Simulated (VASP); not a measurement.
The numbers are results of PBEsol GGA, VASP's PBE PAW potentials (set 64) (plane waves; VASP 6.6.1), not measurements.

A VASP calculation is set up with these files.

POSCAR:
```
GaP
1
    0.0000000000     8.1210060000     8.1210060000
    8.1210060000     0.0000000000     8.1210060000
    2.7070020000     2.7070020000     0.0000000000
Ga P
9 9
Direct
  0.0000000000   0.0000000000   0.0000000000
  0.0000000000   0.3333330000   0.0000000000
  0.0000000000   0.6666670000   0.0000000000
  0.3333330000   0.0000000000   0.0000000000
  0.3333330000   0.3333330000   0.0000000000
  0.3333330000   0.6666670000   0.0000000000
  0.6666670000   0.0000000000   0.0000000000
  0.6666670000   0.3333330000   0.0000000000
  0.6666670000   0.6666670000   0.0000000000
  0.0833330000   0.0833330000   0.2500000000
  0.0833330000   0.4166670000   0.2500000000
  0.0833330000   0.7500000000   0.2500000000
  0.4166670000   0.0833330000   0.2500000000
  0.4166670000   0.4166670000   0.2500000000
  0.4166670000   0.7500000000   0.2500000000
  0.7500000000   0.0833330000   0.2500000000
  0.7500000000   0.4166670000   0.2500000000
  0.7500000000   0.7500000000   0.2500000000
```

**KPOINTS**
```
K-points
0
Gamma
3 3 9
```

INCAR:
```
EDIFF = 1E-6
SYSTEM = GaP
SIGMA = 0.02
GGA = PS   ! PBEsol
LCHARG = .FALSE.
LREAL = Auto   ! projection in real space or not
ISMEAR = 0
PREC = Accurate
LMAXMIX = 4
LASPH = .TRUE.   ! aspherical one-centre terms
NELM = 100   ! most electronic steps
ISIF = 2   ! forces and stress, cell fixed
LWAVE = .FALSE.
ALGO = Normal   ! blocked Davidson
ENCUT = 300   ! plane-wave cut-off (eV)
```

POTCAR, in this order: Ga_d P (PBE.64 set). Program: vasp_std.

Output of the run:

**OSZICAR**
```
       N       E                     dE             d eps       ncg     rms          rms(c)
DAV:   1     0.144989039723E+04    0.14499E+04   -0.50511E+04  4088   0.183E+03
DAV:   2     0.192697119757E+03   -0.12572E+04   -0.12167E+04  4184   0.518E+02
DAV:   3    -0.689741935534E+02   -0.26167E+03   -0.24579E+03  4744   0.174E+02
DAV:   4    -0.904202354130E+02   -0.21446E+02   -0.21144E+02  4564   0.505E+01
DAV:   5    -0.918841892100E+02   -0.14640E+01   -0.14579E+01  6134   0.132E+01    0.129E+01
DAV:   6    -0.896362249631E+02    0.22480E+01   -0.44062E+00  5683   0.166E+01    0.792E+00
DAV:   7    -0.893003660334E+02    0.33586E+00   -0.22100E+00  4684   0.460E+00    0.242E+00
DAV:   8    -0.892853514272E+02    0.15015E-01   -0.45400E-01  4606   0.497E+00    0.647E-01
DAV:   9    -0.892854784857E+02   -0.12706E-03   -0.56687E-02  4680   0.192E+00    0.216E-01
DAV:  10    -0.892864149032E+02   -0.93642E-03   -0.12061E-02  5285   0.424E-01    0.985E-02
DAV:  11    -0.892867691930E+02   -0.35429E-03   -0.17845E-03  4976   0.142E-01    0.768E-02
DAV:  12    -0.892866070558E+02    0.16214E-03   -0.58459E-04  5356   0.155E-01    0.161E-02
DAV:  13    -0.892866098395E+02   -0.27837E-05   -0.67725E-05  5046   0.234E-02    0.888E-03
DAV:  14    -0.892866101233E+02   -0.28378E-06   -0.21616E-06  3290   0.720E-03
   1 F= -.89286610E+02 E0= -.89286610E+02  d E =-.248434E-22
```

### OUTCAR
```
------------------------ aborting loop because EDIFF is reached ----------------------------------------
  FORCE on cell =-STRESS in cart. coord.  units (eV):
  Direction    XX          YY          ZZ          XY          YZ          ZX
  --------------------------------------------------------------------------------------
  Total        2.0931897      2.0931897      2.0941555      0.0012751      0.0000000     -0.0000000
  in kB        9.3924944      9.3924944      9.3968278      0.0057218      0.0000000     -0.0000000
  external PRESSURE =       9.3939389 kB  Pullay stress =       0.0000000 kB
  volume of cell :      357.06
      direct lattice vectors                 reciprocal lattice vectors
     0.000000000  8.121006000  8.121006000    -0.061568727  0.061568727  0.061568727
     8.121006000  0.000000000  8.121006000     0.061568727 -0.061568727  0.061568727
     2.707002000  2.707002000  0.000000000     0.184706180  0.184706180 -0.184706180
  FREE ENERGIE OF THE ION-ELECTRON SYSTEM (eV)
  ---------------------------------------------------
  free  energy   TOTEN  =       -89.2866101233 eV

  energy  without entropy=      -89.2866101233  energy(sigma->0) =      -89.28661012
```
(Selected blocks of OUTCAR.)

### OUTCAR
```
 val. band max:        4.7765398437   @ k =   0.0000   0.0000   0.0000

 cond. band min:       6.2113099734   @ k =   0.3333   0.3333   0.0000


 Fermi energy:         4.9096065517

 k-point     1 :       0.0000    0.0000    0.0000
  band No.  band energies     occupation
      1      -9.8879      2.00000
      2      -9.8878      2.00000
      3      -9.8877      2.00000
      4      -9.8877      2.00000
      5      -9.8563      2.00000
      6      -9.8563      2.00000
      7      -9.8561      2.00000
      8      -9.8561      2.00000
      9      -9.7856      2.00000
     10      -9.7856      2.00000
     11      -9.7856      2.00000
     12      -9.7638      2.00000
     13      -9.7638      2.00000
     14      -9.7638      2.00000
     15      -9.7638      2.00000
     16      -9.7637      2.00000
     17      -9.7637      2.00000
     18      -9.7637      2.00000
     19      -9.7637      2.00000
     20      -9.7447      2.00000
     21      -9.7447      2.00000
     22      -9.7336      2.00000
     23      -9.7336      2.00000
     24      -9.7336      2.00000
     25      -9.7336      2.00000
     26      -9.7320      2.00000
     27      -9.7319      2.00000
     28      -9.7073      2.00000
     29      -9.7073      2.00000
     30      -9.6909      2.00000
     31      -9.6909      2.00000
     32      -9.6783      2.00000
     33      -9.6783      2.00000
     34      -9.6747      2.00000
     35      -9.6747      2.00000
     36      -9.6747      2.00000
     37      -9.6747      2.00000
     38      -9.6746      2.00000
     39      -9.6746      2.00000
     40      -9.6746      2.00000
     41      -9.6746      2.00000
     42      -9.6711      2.00000
     43      -9.6711      2.00000
     44      -9.6609      2.00000
     45      -9.6609      2.00000
     46      -7.9035      2.00000
     47      -6.5510      2.00000
     48      -6.5510      2.00000
     49      -6.5510      2.00000
     50      -6.5509      2.00000
     51      -6.0760      2.00000
...
```

At this cut-off the stress carries a Pulay error, which pulls relaxed volumes low.

The structure comes from a computed database's GaP entry; how it stands against other phases isn't given here. The cell was not relaxed at this level. The run is one of a series of settings (LREAL = Auto, KPOINTS 3×3×9 Γ-centred mesh against the base run), some of them coarse on purpose.
